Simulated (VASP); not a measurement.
A VASP calculation is set up with these files.

### POSCAR
```
ZrW
1
    2.9784900000     0.0000000000     0.0000000000
    0.0000000000     2.9784900000     0.0000000000
    0.0000000000     0.0000000000     3.9039500000
Zr W
1 1
Direct
  0.4931700000   0.4759710000   0.4908790000
  0.0068300000   0.0240290000   0.0091210000
```

INCAR:
```
LMAXMIX = 6   ! l cut-off of mixed one-centre charges
SYSTEM = ZrW
LWAVE = F
GGA = PE   ! PBE
ISIF = 2
ENCUT = 300
EDIFF = 1E-6   ! SCF stop (eV)
ISMEAR = 0   ! Gaussian
ALGO = Normal
SIGMA = 0.1   ! width (eV)
LREAL = F   ! projection in real space or not
LCHARG = F
PREC = Accurate
LASPH = T   ! aspherical one-centre terms
NELM = 100
```

**KPOINTS**
```
Automatic mesh
0
Gamma
6 6 5
0 0 0
```

POTCAR, in this order: Zr_sv W_sv (PBE.64 set). Program: vasp_std.

Task: Translate this PBE calculation to Quantum ESPRESSO's pw.x.

Result: One equivalent input (not run):
```
&CONTROL
  calculation = 'scf'
  pseudo_dir = './pseudo'
  outdir = './out'
  tprnfor = .true.
  tstress = .true.
/
&SYSTEM
  ibrav = 0
  nat = 2
  ntyp = 2
  ecutwfc = 74
  occupations = 'smearing'
  smearing = 'gaussian'
  degauss = 0.00735
  input_dft = 'pbe'
/
&ELECTRONS
  conv_thr = 7.3e-08
  electron_maxstep = 100
/
ATOMIC_SPECIES
  Zr 91.224 Zr.upf
  W 183.840 W.upf
CELL_PARAMETERS angstrom
     2.9784900    0.0000000    0.0000000
     0.0000000    2.9784900    0.0000000
     0.0000000    0.0000000    3.9039500
ATOMIC_POSITIONS crystal
  Zr   0.4931700  0.4759710  0.4908790
  W    0.0068300  0.0240290  0.0091210
K_POINTS automatic
  6 6 5 0 0 0
```
The two are equivalent in intent, not identical: the potentials are each code's own (VASP's PAW set, PseudoDojo norm-conserving files in pw.x), so ENCUT and ecutwfc are chosen apart and not converted; conv_thr bounds pw.x's estimated SCF error, while EDIFF bounds the energy change between steps.

The structure was generated: ZrW was put into an ordered model structure, which need not be its known phase. The cell was not relaxed at this level, atoms are displaced from their ideal sites. The k-mesh is coarse (spacing up to 0.35 per Å, 2π included), so the numbers may not be converged in it.
